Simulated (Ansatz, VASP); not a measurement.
**SrTiC in VASP and in Ansatz**

```xyz
3
Lattice="3.6397 0.0000 0.0000 -1.8199 3.1521 0.0000 0.0000 0.0000 5.1673" Properties=species:S:1:pos:R:3 pbc="T T T"
Sr    0.0000    0.0000    0.0000
Ti    1.8199    1.0507    2.5836
C     0.0000    2.1014    2.5836
```

Change from the starting cell: species swapped into the EuAlSi type (P-6m2, No. 187).

Alike in both runs: task relaxation of cell and atoms; functional PBE; k mesh 12 × 12 × 10; occupations gaussian, width 0.1 eV; no spin polarisation.

```csv
,VASP,Ansatz
version,VASP 6.6.1,Ansatz 0.2.0
potentials or method,"VASP PAW PBE potentials, release 64 (Sr_sv, Ti_sv, C)","scalar-relativistic, plane waves, PAW"
plane-wave cutoff (eV),600,420
valence electrons in the cell,26,26
```

```tsv
	VASP	Ansatz	Ansatz less VASP
gap on the k mesh at the Fermi level, each at its own relaxed structure (eV)	none	none	-
relaxed volume (Å³/atom)	19.80	19.76	-0.033
relaxed cell length with the largest relative difference (Å)	5.167	5.164	-0.0029
```

A gap of «none» marks a metal or a gap that the smearing closes.
